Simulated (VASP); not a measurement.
```yaml
crystal:
  lattice:
    - [4.02500, 0.00000, 0.00000]
    - [0.00000, 4.02500, 0.00000]
    - [0.00000, 0.00000, 4.02500]
  atoms:
    - { symbol: H, position: [0.00000, 0.50000, 0.50000] }
    - { symbol: H, position: [0.50000, 0.00000, 0.50000] }
    - { symbol: H, position: [0.50000, 0.50000, 0.00000] }
    - { symbol: Mg, position: [0.50000, 0.50000, 0.50000] }
    - { symbol: K, position: [0.00000, 0.00000, 0.00000] }
```

All values below come from LDA (Ceperley-Alder, Perdew-Zunger), VASP's LDA PAW potentials (set 64) (plane waves; VASP 6.6.1). Settings: 300 eV cut-off, 7×7×7 Γ-centred mesh, Gaussian smearing of 0.27 eV, potentials H Mg K_sv.

**Question.** Give the electronic dielectric tensor ε∞ (DFPT, local fields included).

**Answer.** 
```
3.78  0.00  0.00
0.00  3.78  0.00
0.00  0.00  3.78
```

**Question.** Give the Born effective charges.

**Answer.** 
| atom | Z*xx | Z*yy | Z*zz | mean |
|---|---|---|---|---|
| H1 | -1.25 | -0.81 | -0.81 | -0.96 |
| H2 | -0.81 | -1.25 | -0.81 | -0.96 |
| H3 | -0.81 | -0.81 | -1.25 | -0.96 |
| Mg4 | 1.89 | 1.89 | 1.89 | 1.89 |
| K5 | 0.98 | 0.98 | 0.98 | 0.98 |

**Question.** And the static tensor with the ions free?

**Answer.** 
```
10.1  0.00  0.00
0.00  10.1  0.00
0.00  0.00  10.1
```

**Question.** Which frequencies do the optical Γ-point modes have (no LO-TO splitting)?

**Answer.** 175 (×3), 556 (×3), 615 (×3), 1150 (×3) cm⁻¹.

The structure comes from a measured KMgH3 entry of the Crystallography Open Database, whose conditions weren't checked. The cell was not relaxed at this level. The run is one of a series of settings (EDIFF = 1E-8, IBRION = 8, LEPSILON = .TRUE., NSW = 1 against the base run), some of them coarse on purpose.
